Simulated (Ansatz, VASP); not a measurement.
# NbCd3 in two plane-wave programs

Wanted: the spread between two codes on one cell, functional and k mesh.

Calculated with Ansatz 0.2.0; plane waves, with VASP 6.6.1 beside it; relaxation of cell and atoms at PBEsol.

### Step 1. The starting structure

Symmetry: Pm-3m, No. 221, cubic system. The conventional cell has a = 4.257 Å, b = 4.257 Å, c = 4.257 Å, α = 90.00°, β = 90.00°, γ = 90.00°. Nearest to Cd lie 8 Cd at 3.01 Å and 4 Nb at 3.01 Å. Nearest to Nb lie 12 Cd at 3.01 Å. Farther neighbours are not listed.

### Step 2. Ansatz: relaxation of cell and atoms, PBEsol

Ansatz runs on its default PAW (the set named soft_2) files.

The relaxed volume is the usual yardstick between codes: its relative difference is about their pressure difference at one cell divided by the bulk modulus.

The input, input.yaml:

```yaml
crystal:
  lattice:
    - [4.2567353875, 0.0, 0.0]
    - [0.0, 4.2567353875, 0.0]
    - [0.0, 0.0, 4.2567353875]
  atoms:
    - { symbol: Cd, position: [0.5, 0.5, 0.0] }
    - { symbol: Cd, position: [0.5, 0.0, 0.5] }
    - { symbol: Cd, position: [0.0, 0.5, 0.5] }
    - { symbol: Nb, position: [0.0, 0.0, 0.0] }
hamiltonian:
  xc: pbesol
  pseudopotentials: { kind: paw }
kpoints:
  mp_grid: { grid: [8, 8, 8] }
scf:
  occupations: { method: methfessel_paxton, width: 0.15 }
relax:
  f_tol: 0.01
  max_steps: 60
  cell: { stress_tol: 0.05 }
output:
  forces: true
  stress: true
```

On the command line:

```sh
$ ansatz run input.yaml --threads 4 --pin off --max-ram 9216MiB --backend cpu --events-out ev --progress --plain --runs-dir out
```

Numbers of over 12 decimals in the logs are rounded to 6 here.

Output:

```text
Engine: ansatz 0.2.0, aarch64-unknown-linux-gnu
Pseudopotentials: kind: paw
Pseudopotential: Cd, paw, valence charge 20, recommended cutoff 420 eV (normal), Cd.paw.azcp
Pseudopotential: Nb, paw, valence charge 13, recommended cutoff 420 eV (normal), Nb.paw.azcp
Functional definition: PBEsol
  exchange = pbesol_x
  correlation = pbesol_c
Crystal: 4 atoms, lattice volume = 77.131 Å³
Basis set: ecut = 420 eV, 1503 PW (Γ), exchange–correlation on 60×60×60 points (8 copies of the dense FFT grid, shifted against one another)
Bands: 44, of which v1, the nominal top of the filled ones, is band 37 counted from 1 (36 counted from 0)
Symmetry: 48 space group operations
Space group: Pm-3m (ITA 221), of the structure as read, at distance tolerance 4.3e-5 Å
k-points: 35 of 512
Non-local potential: Cd, projectors of the file, l = 0: 3, l = 1: 2, l = 2: 2, l = 3: 1
Non-local potential: Nb, projectors of the file, l = 0: 3, l = 1: 2, l = 2: 2, l = 3: 1
PAW form: soft (Blöchl's): semilocal exchange-correlation on the pseudo side does not see the compensation charge
PAW frozen core: Cd, regenerated for the run's functional, and the local potential with it (the file was generated under x = pbe(κ = 0.804, μ = 0.219515), c = pbe(β = 0.066725))
PAW frozen core: Nb, regenerated for the run's functional, and the local potential with it (the file was generated under x = pbe(κ = 0.804, μ = 0.219515), c = pbe(β = 0.066725))
PAW one-centre angular grid: Cd, 590 points (default); XC on 64 Gauss nodes
PAW one-centre angular grid: Nb, 590 points (default); XC on 64 Gauss nodes
Initial density: superposition of atomic densities (neutral atoms: chi_scale 0, normalization atom), corrected by the library's trained network
Initial wavefunctions: pseudopotential atomic-orbital guess
Functional: x = pbesol(κ = 0.804, μ = 0.123457), c = pbesol(β = 0.046)
SCF iter   1: F=—  HF=-29047.258529 eV  |F-HF|=—  |Δ(HF+E_count)|=         —  Δρ=8.49e-3  dr2=8.84e-2  ethr=1.77e-3  ⟨swp⟩=6.1  Hψ=5109  notcnv=0
preconditioner: auto → Kerker (q_TF=auto, 2.703 Å⁻¹)  [metal: Δε(μ)=0.044 eV  Ē_g=10.623 eV  σ=0.150 eV  W_gap=0.24  n_scr=26 (ndim 8)  ℏωp=27.1 eV  f_vac=0.000  D(μ)=2.11/eV (n_scr^D=18)]
SCF iter   2: F=—  HF=-29047.242086 eV  |F-HF|=—  |Δ(HF+E_count)|=   1.64e-2  S|Δr|=    0.00e0  Δρ=2.92e-3  dr2=1.08e-2  ethr=1.21e-4  ⟨swp⟩=1.1  Hψ=1822  notcnv=0
SCF iter   3: F=—  HF=-29047.239875 eV  |F-HF|=—  |Δ(HF+E_count)|=   2.21e-3  S|Δr|=    0.00e0  Δρ=7.78e-4  dr2=6.58e-4  ethr=1.47e-5  ⟨swp⟩=2.3  Hψ=2181  notcnv=0
SCF iter   4: F=—  HF=-29047.239698 eV  |F-HF|=—  |Δ(HF+E_count)|=   1.77e-4  S|Δr|=    0.00e0  Δρ=2.24e-4  dr2=1.10e-4  ethr=9.02e-7  ⟨swp⟩=2.0  Hψ=2295  notcnv=0
SCF iter   5: F=—  HF=-29047.239667 eV  |F-HF|=—  |Δ(HF+E_count)|=   3.16e-5  S|Δr|=    0.00e0  Δρ=1.12e-4  dr2=9.74e-6  ethr=1.51e-7  ⟨swp⟩=2.0  Hψ=2170  notcnv=0
SCF iter   6: F=—  HF=-29047.239735 eV  |F-HF|=—  |Δ(HF+E_count)|=   6.81e-5  S|Δr|=    0.00e0  Δρ=3.52e-5  dr2=1.34e-6  ethr=1.33e-8  ⟨swp⟩=2.0  Hψ=2612  notcnv=0
SCF iter   7: F=-29047.239735 eV  HF=-29047.239735 eV  |F-HF|=3.08e-8  |Δ(HF+E_count)|=   1.97e-7  S|Δr|=    0.00e0  Δρ=1.12e-5  dr2=6.21e-8  ethr=1.37e-10  ⟨swp⟩=2.8  Hψ=4890  notcnv=0
SCF 1 converged in 7 iterations: F = -29047.239735 eV  dr2 = 6.21e-8
  greatest PAW one-centre occupation: 1.000 electrons in one spin orbital (limit 2), on the Cd atom at site 2 (counted from 0), in its partial waves of l = 0
relax step   1: F+E_penalty+E_count = -29047.23973456 eV  Δ(F+E_penalty+E_count) = +0.000e0 eV  max|allowed force component| = 1.194e-28 eV/Å  Δτ_max = 0.0000 Å  P = -1.907 GPa  Ω = 77.131 Å³  (7 SCF iters, dr2 threshold 1.00e-7 eV, accepted)
[...]
relax step   2: F+E_penalty+E_count = -29047.23070639 eV  Δ(F+E_penalty+E_count) = +9.028e-3 eV  max|allowed force component| = 3.872e-29 eV/Å  Δτ_max = 0.0000 Å  P = +3.080 GPa  Ω = 73.811 Å³  energy of the carried Pulay correction = +8.469e-4 eV  (6 SCF iters, dr2 threshold 4.00e-7 eV, rejected (line search))
[...]
relax step   3: F+E_penalty+E_count = -29047.24837472 eV  Δ(F+E_penalty+E_count) = -8.640e-3 eV  max|allowed force component| = 3.898e-29 eV/Å  Δτ_max = 0.0000 Å  P = -0.104 GPa  Ω = 75.827 Å³  energy of the carried Pulay correction = +3.283e-4 eV  (9 SCF iters, accepted)
[...]
relax step   4: F+E_penalty+E_count = -29047.24841637 eV  Δ(F+E_penalty+E_count) = -4.164e-5 eV  max|allowed force component| = 2.505e-29 eV/Å  Δτ_max = 0.0000 Å  P = +0.004 GPa  Ω = 75.753 Å³  energy of the carried Pulay correction = +3.470e-4 eV  (4 SCF iters, dr2 threshold 2.69e-8 eV, accepted)
[...]
relax step   5: F+E_penalty+E_count = -29047.24805120 eV  Δ(F+E_penalty+E_count) = +3.652e-4 eV  max|allowed force component| = 3.090e-29 eV/Å  Δτ_max = 0.0000 Å  P = +0.006 GPa  Ω = 75.753 Å³  stress off target by 6.49e-3 GPa  SCF on the basis re-selected at this cell (its energy is not comparable with the rows above)  (6 SCF iters)
basis re-selected at this cell: Δ(F+E_penalty+E_count) = +3.652e-4 eV, ΔP = +0.003 GPa vs the last step (what re-selecting the basis moved, of the pressure what is left beyond the Pulay correction that the steps carried, after the strain that the cell walked since its last selection, with what the two solves' SCF thresholds leave and, on support functions, any second-order correction that the steps lacked; it is no m [...]
SCF converged after 6 iterations
Stability not checked: this state was not tested for a lower state beside it, because cold or Methfessel-Paxton smearing, or corrected tetrahedra, fill the levels in a way that the test cannot read (fill_not_monotonic; see scf.lower_state_search)
Free energy (F): -29047.248051 eV
Harris-Foulkes:  -29047.248051 eV  (|F-HF|=3.64e-12)
Internal energy: -29047.244692 eV  (E = F + TS)
E sigma→0 (E₀):  -29047.247211 eV
Entropy (-TS):   -0.003359 eV (-0.840 meV/atom)
Fermi energy:    16.531655 eV
--- Per-component energies (eV) ---
  E_band       = -1124.774444
  E_kinetic    = 1908.270844
  E_local      = -9120.618254  (includes V_loc(G=0)·N_el)
  E_nonlocal   = 225.980192
  E_hartree    = 4228.300186
  E_xc         = -703.425425
  E_vxc        = -879.183396  (∫ρ·V_xc dr)
  E_paw        = -15052.352213  (= ΣΔE_a)
  E_vpaw       = -1715.824396  (= ΣTr[D̂ρ^β])
  E_aug_tail   = 0.000050  (compensation charges beyond the density's cutoff)
  E_ewald      = -10534.614659
  E_core_change = 1.214588  (= ΣΔE_core)
  E_smearing   = -0.003359  (= −TS)
  E_closure    = -0.000000  (closes the sum)
  Σ components = -29047.248051   (vs F -29047.248051, Δ=0.00e0)
--- Forces (eV/Å), atoms counted from 1 ---
  atom   1  Cd    -0.00000000    -0.00000000     0.00000000
  atom   2  Cd     0.00000000    -0.00000000     0.00000000
  atom   3  Cd     0.00000000     0.00000000    -0.00000000
  atom   4  Nb     0.00000000     0.00000000    -0.00000000
  max |Σ_I F_I| component: 6.15e-29 eV/Å
--- Stress (GPa, compression-positive) ---
        0.006494      -0.000000       0.000000
       -0.000000       0.006494      -0.000000
       -0.000000      -0.000000       0.006494
  P = ⅓ Tr σ = 0.0065 GPa (0.065 kbar)
--- Relaxed structure (4 steps of the walk, 3 accepted, 1 SCFs on fresh bases) ---
  F+E_penalty+E_count = -29047.24805120 eV   max|allowed force component| = 3.090e-29 eV/Å   (the final SCF, on the basis selected at the relaxed cell)
  cell:  # Å, volume = 75.7533 Å³
    - [4.231235, 0, 0]
    - [0, 4.231235, 0.0]
    - [0, 0.0, 4.231235]
  atoms:
    - { symbol: Cd, position: [0.5, 0.5, 0] }
    - { symbol: Cd, position: [0.5, 0, 0.5] }
    - { symbol: Cd, position: [0, 0.5, 0.5] }
    - { symbol: Nb, position: [0, 0, 0] }
```

Wall time 7.4 s (4 threads of Arm Neoverse V1, shared host); peak memory 0.45 GiB.

### Step 3. VASP: relaxation of cell and atoms, PBEsol

The same cell, functional, mesh and smearing now go to VASP, with its own data sets and cutoff.

Lines of VASP's logs that name or quote its potential files are left out, and so is its time.

The input, INCAR:

```
SYSTEM = NbCd3
PREC = Accurate
ENCUT = 450
EDIFF = 1E-06
NELM = 100
ISMEAR = 1
SIGMA = 0.15
LREAL = .FALSE.
ALGO = Normal
GGA = PS
NBANDS = 30
LASPH = .TRUE.
LORBIT = 11
LWAVE = .FALSE.
LCHARG = .FALSE.
KPAR = 8
IBRION = 2
NSW = 50
ISIF = 3
EDIFFG = -0.006
```

The input, POSCAR:

```
NbCd3
1.0
    4.2567353875      0.0000000000      0.0000000000
    0.0000000000      4.2567353875      0.0000000000
    0.0000000000      0.0000000000      4.2567353875
Cd Nb
3 1
Direct
    0.5000000000      0.5000000000      0.0000000000
    0.5000000000      0.0000000000      0.5000000000
    0.0000000000      0.5000000000      0.5000000000
    0.0000000000      0.0000000000      0.0000000000
```

The input, KPOINTS:

```
Automatic mesh
0
Gamma
8 8 8
0 0 0
```

PAW data sets: Cd and Nb_sv (PBE family, release 64).

On the command line:

```sh
$ mpirun -np 8 vasp_std
```

Output:

```text
[banner, memory and clock lines left out]
running    8 mpi-ranks, on    1 nodes
 distrk:  each k-point on    1 cores,    8 groups
 distr:  one band on    1 cores,    1 groups

 POSCAR found type information on POSCAR CdNb
 POSCAR found :  2 types and       4 ions
|                                                                             |
|           W    W    AA    RRRRR   N    N  II  N    N   GGGG   !!!           |
|           W    W   A  A   R    R  NN   N  II  NN   N  G    G  !!!           |
|           W    W  A    A  R    R  N N  N  II  N N  N  G       !!!           |
|           W WW W  AAAAAA  RRRRR   N  N N  II  N  N N  G  GGG   !            |
|           WW  WW  A    A  R   R   N   NN  II  N   NN  G    G                |
|           W    W  A    A  R    R  N    N  II  N    N   GGGG   !!!           |
|                                                                             |
|     For optimal performance we recommend to set                             |
|       NCORE = 2 up to number-of-cores-per-socket                            |
|     NCORE specifies how many cores store one orbital (NPAR=cpu/NCORE).      |
|     This setting can greatly improve the performance of VASP for DFT.       |
|     The default, NCORE=1 might be grossly inefficient on modern             |
|     multi-core architectures or massively parallel machines. Do your        |
|     Unfortunately you need to use the default for GW and RPA                |
|     calculations (for HF NCORE is supported but not extensively tested      |
|     yet).                                                                   |
|                                                                             |

|                                                                             |
|               ----> ADVICE to this user running VASP <----                  |
|                                                                             |
|     You enforced a specific xc type in the INCAR file but a different       |
|     [... a line on the potential file left out ...]
|     I HOPE YOU KNOW WHAT YOU ARE DOING!                                     |
|                                                                             |

 LDA part: xc-table for (Slater+PW92), standard interpolation
 POSCAR, INCAR and KPOINTS ok, starting setup
 FFT: planning ... GRIDC
 FFT: planning ... GRID_SOFT
 FFT: planning ... GRID
 WAVECAR not read
 entering main loop
       N       E                     dE             d eps       ncg     rms          rms(c)
DAV:   1     0.426462214109E+03    0.42646E+03   -0.24374E+04  2100   0.150E+03
DAV:   2     0.372349411729E+01   -0.42274E+03   -0.41143E+03  2268   0.478E+02
DAV:   3    -0.144037294013E+02   -0.18127E+02   -0.17621E+02  3066   0.962E+01
DAV:   4    -0.150634976443E+02   -0.65977E+00   -0.65566E+00  2986   0.149E+01
DAV:   5    -0.150827627680E+02   -0.19265E-01   -0.19257E-01  3088   0.226E+00    0.944E+00
DAV:   6    -0.142420714110E+02    0.84069E+00   -0.24287E+00  2790   0.135E+01    0.566E+00
DAV:   7    -0.141484838564E+02    0.93588E-01   -0.29404E-01  2712   0.391E+00    0.381E+00
DAV:   8    -0.141254474293E+02    0.23036E-01   -0.88164E-02  2762   0.212E+00    0.102E+00
DAV:   9    -0.141226800033E+02    0.27674E-02   -0.82390E-03  2924   0.702E-01    0.190E-01
DAV:  10    -0.141227082738E+02   -0.28271E-04   -0.78812E-04  2522   0.214E-01    0.547E-02
DAV:  11    -0.141227060972E+02    0.21766E-05   -0.37727E-05  2994   0.481E-02    0.191E-02
DAV:  12    -0.141227064047E+02   -0.30747E-06   -0.70527E-06  2440   0.179E-02
   1 F= -.14122706E+02 E0= -.14121594E+02  d E =-.141227E+02
 curvature:   0.00 expect dE= 0.000E+00 dE for cont linesearch  0.000E+00
 trial: gam= 0.00000 g(F)=  0.000E+00 g(S)=  0.247E-01 ort = 0.000E+00 (trialstep = 0.100E+01)
 search vector abs. value=  0.247E-01
 bond charge predicted
       N       E                     dE             d eps       ncg     rms          rms(c)
DAV:   1    -0.146759261416E+02   -0.55322E+00   -0.12391E+01  2146   0.360E+01    0.509E+00
DAV:   2    -0.141633199426E+02    0.51261E+00   -0.16036E+00  2294   0.137E+01    0.169E+00
DAV:   3    -0.141260020670E+02    0.37318E-01   -0.14634E-01  3170   0.303E+00    0.117E+00
DAV:   4    -0.141229693657E+02    0.30327E-02   -0.19402E-02  3098   0.782E-01    0.318E-01
DAV:   5    -0.141227103569E+02    0.25901E-03   -0.38169E-03  3722   0.359E-01    0.200E-01
DAV:   6    -0.141231855256E+02   -0.47517E-03   -0.10690E-03  3234   0.220E-01    0.112E-01
DAV:   7    -0.141231388638E+02    0.46662E-04   -0.56800E-04  2790   0.156E-01    0.130E-02
DAV:   8    -0.141231374289E+02    0.14349E-05   -0.21812E-05  2570   0.299E-02    0.621E-03
DAV:   9    -0.141231360848E+02    0.13441E-05   -0.29977E-06  2416   0.118E-02    0.281E-03
DAV:  10    -0.141231362557E+02   -0.17095E-06   -0.26734E-07  1230   0.421E-03
   2 F= -.14123136E+02 E0= -.14121977E+02  d E =-.429851E-03
 trial-energy change:   -0.000430  1 .order   -0.000141   -0.024747    0.024465
 step:   0.5117(harm=  0.5029)  dis= 0.00000  next Energy=   -14.129076 (dE=-0.637E-02)
 bond charge predicted
       N       E                     dE             d eps       ncg     rms          rms(c)
DAV:   1    -0.142592282355E+02   -0.13609E+00   -0.29676E+00  2146   0.179E+01    0.266E+00
DAV:   2    -0.141400917421E+02    0.11914E+00   -0.36994E-01  2426   0.642E+00    0.934E-01
DAV:   3    -0.141301260521E+02    0.99657E-02   -0.29588E-02  2820   0.145E+00    0.715E-01
DAV:   4    -0.141289672277E+02    0.11588E-02   -0.58057E-03  3270   0.429E-01    0.201E-01
DAV:   5    -0.141290043754E+02   -0.37148E-04   -0.49356E-04  3130   0.126E-01    0.117E-01
DAV:   6    -0.141290885624E+02   -0.84187E-04   -0.35312E-04  3642   0.112E-01    0.331E-02
DAV:   7    -0.141290755421E+02    0.13020E-04   -0.58016E-05  3306   0.489E-02    0.561E-03
DAV:   8    -0.141290755782E+02   -0.36034E-07   -0.36313E-06  2124   0.142E-02
   3 F= -.14129076E+02 E0= -.14127936E+02  d E =-.636917E-02
 curvature:  -0.25 expect dE=-0.307E-06 dE for cont linesearch -0.307E-06
 trial: gam=-0.00697 g(F)=  0.750E-66 g(S)=  0.122E-05 ort = 0.174E-03 (trialstep = 0.902E+00)
 search vector abs. value=  0.160E-09
 reached required accuracy - stopping structural energy minimisation
```

(Continued in part 2 of 2.)

[Lines on the potential files, build, host, timing and source positions are cut from VASP's logs without a mark.]

[Logs are printed without paths, hosts, clocks, repeated set-up lines and the standing remarks that a program may print on its own settings, such as how far it seeks lower states.]

[Hosts, paths, dates, database ids (printed as entryN), source tags and the programs' standing remarks are cut or masked in the printed files.]
